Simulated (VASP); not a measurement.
Consider the following.

```xyz
4
Lattice="1.2749 -2.2082 0.0000 1.2749 2.2082 0.0000 0.0000 0.0000 4.2185" Properties=species:S:1:pos:R:3 pbc="T T T"
B      1.2749    -0.7361     2.1106
B      1.2749     0.7361     0.0013
N      1.2749    -0.7361     3.6899
N      1.2749     0.7361     1.5806
```

Computed with rev-vdW-DF2, VASP's PBE PAW potentials (set 64) (plane waves; VASP). Settings: 520 eV cut-off, 11×11×6 Γ-centred mesh, tetrahedra with Blöchl corrections, potentials B N.

Problem. Estimate the energy per atom (σ→0).

Solution. 
- energy per atom (σ→0): -7.963 eV/atom

The compound is BN in the wurtzite structure, a metastable high-pressure form. It was relaxed first.
